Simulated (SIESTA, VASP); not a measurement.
Given: the input of a run of SIESTA 5.4.2 on CdInS2. Atoms were shifted at random by some hundredths of an Å from the given cell, which wasn't relaxed again for these runs. The cell comes from a database or a generator and needn't be the stable form of this composition.

File CdInS2.fdf:

```
SystemName                      CdInS2
SystemLabel                     CdInS2
NumberOfSpecies                 3
NumberOfAtoms                   4
%block ChemicalSpeciesLabel
  1  49 In
  2  48 Cd
  3  16 S
%endblock ChemicalSpeciesLabel

UseStructFile                   true

%block kgrid.MonkhorstPack
    8   0   0  0.0
    0   8   0  0.0
    0   0   4  0.0
%endblock kgrid.MonkhorstPack
XC.Functional                   GGA
XC.Authors                      PBE
PAO.BasisSize                   DZP
PAO.EnergyShift                 0.003 Ry
Mesh.Cutoff                     800 Ry
OccupationFunction              FD
ElectronicTemperature           0.05 eV
MaxSCFIterations                120
SCF.MustConverge                false
SCF.Mixer.Method                Pulay
SCF.Mixer.Weight                0.25
SCF.Mixer.History               8
SCF.DM.Tolerance                5.0e-05
SCF.H.Tolerance                 1.0e-03 eV
WriteForces                     true
Charge.Mulliken                 end
%block PAO.Basis
  In 4
  n=5 0 2
    6.996 0.000
  n=5 1 2
    9.500 0.000
  n=4 2 2
    4.106 0.000
  n=5 2 1
    9.500
  Cd 5
  n=4 0 2
    2.625 0.000
  n=5 0 2
    7.565 0.000
  n=4 1 2
    2.973 0.000
  n=5 1 1
    7.565
  n=4 2 2
    4.575 0.000
%endblock PAO.Basis
```

The input CdInS2.STRUCT_IN:

```
   3.8694961422     0.0000000000     0.0000000000
  -1.9347480711     3.3510819590     0.0000000000
   0.0000000000     0.0000000000     6.8105290000
4
1  49    0.0105850000     0.0096610000     0.5015860000
2  48   -0.0032570000    -0.0009060000    -0.0002510000
3  16    0.3462990000     0.6890950000     0.2452010000
3  16    0.6755660000     0.3331350000     0.7530470000
```

Potentials or basis: PseudoDojo 0.4 standard (PBE files), converted to PSML, two zetas on semicore shells, DZP (energy shift 0.003 Ry; two zetas on semicore shells).

Command:

```sh
$ siesta CdInS2.fdf > CdInS2.out 2>&1
```

**Question.** Translate it to VASP 6.6.1. Potentials or basis there: PBE PAW files Cd, In_d, S, 520 eV.

**Answer.** As run (cutoffs and basis follow the program's own potentials, and thresholds, step limits or extra output files can differ):

The input INCAR:

```
PREC     = Accurate       # precision mode
ENCUT    = 520            # plane-wave cutoff, eV
EDIFF    = 1E-7           # SCF threshold, eV
ISMEAR   = -1             # smearing method
SIGMA    = 0.05           # smearing width, eV
LREAL    = F              # projectors in reciprocal space
LASPH    = T              # aspherical terms in the spheres
NELM     = 80             # most SCF steps
ALGO     = Normal         # electronic algorithm
ISIF     = 2              # what is computed and relaxed
LWAVE    = F              # write WAVECAR
LCHARG   = T              # write CHGCAR
GGA      = PE             # functional
LELF     = T              # ELF
LVHAR    = T            
NBANDS   = 26             # bands
```

File KPOINTS:

```
Automatic mesh
0
Gamma
  8 8 4
```

File POSCAR:

```
CdInS2
1.0
    3.8694961422      0.0000000000      0.0000000000
   -1.9347480711      3.3510819590      0.0000000000
    0.0000000000      0.0000000000      6.8105290000
In Cd S
1 1 2
Direct
    0.0105850000      0.0096610000      0.5015860000
   -0.0032570000     -0.0009060000     -0.0002510000
    0.3462990000      0.6890950000      0.2452010000
    0.6755660000      0.3331350000      0.7530470000
```

Potentials or basis: VASP PAW PBE potentials, release 64 (In_d, Cd, S).

Command:

```console
$ cat potpaw_PBE.64/In_d/POTCAR potpaw_PBE.64/Cd/POTCAR potpaw_PBE.64/S/POTCAR > POTCAR
$ mpirun -np 1 vasp_std > vasp.out
```

Both were run:

|  | SIESTA | VASP |
| --- | --- | --- |
| Pressure | 0.3 GPa | 0.1 GPa |

The potentials hold 45 and 37 valence electrons a cell.

Pressure is positive in compression.
